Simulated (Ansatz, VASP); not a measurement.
**Two plane-wave programs on AlGa3Sb2**

```
CELL_PARAMETERS angstrom
5.26727 0.00000 0.00000
-2.63364 4.56159 0.00000
0.00000 0.00000 5.62784
ATOMIC_POSITIONS crystal
Al 0.00000 0.00000 0.00000
Ga 0.33333 0.66667 0.00000
Ga 0.66667 0.33333 0.00000
Ga 0.00000 0.00000 0.50000
Sb 0.33333 0.66667 0.50000
Sb 0.66667 0.33333 0.50000
```

Alike in both runs: functional PBE; k mesh 6 × 6 × 4; occupations gaussian, width 0.1 eV; no spin polarisation.

Ansatz relaxed the structure, and its values are those at the end. VASP's run is a single point on that final structure, the one shown.

```csv
,VASP,Ansatz
version,VASP 6.6.1,Ansatz 0.2.0
potentials or method,"VASP PAW PBE potentials, release 64 (Al, Ga_d, Sb)","scalar-relativistic, plane waves, PAW"
plane-wave cutoff (eV),520,420
valence electrons in the cell,52,72
```

|  | VASP | Ansatz | Ansatz less VASP |
| --- | --- | --- | --- |
| gap on the k mesh at the Fermi level (eV) | none | none | - |
| pressure (GPa) | 0.0 | -0.1 | -0.06 |

A gap of «none» marks a metal or a gap that the smearing closes. With one functional, cell and mesh, what is left measures potentials, basis and numerics. The two sets of potentials don't hold the same shells in valence.

The runs have no spin-orbit coupling, so splittings on Sb are missing.
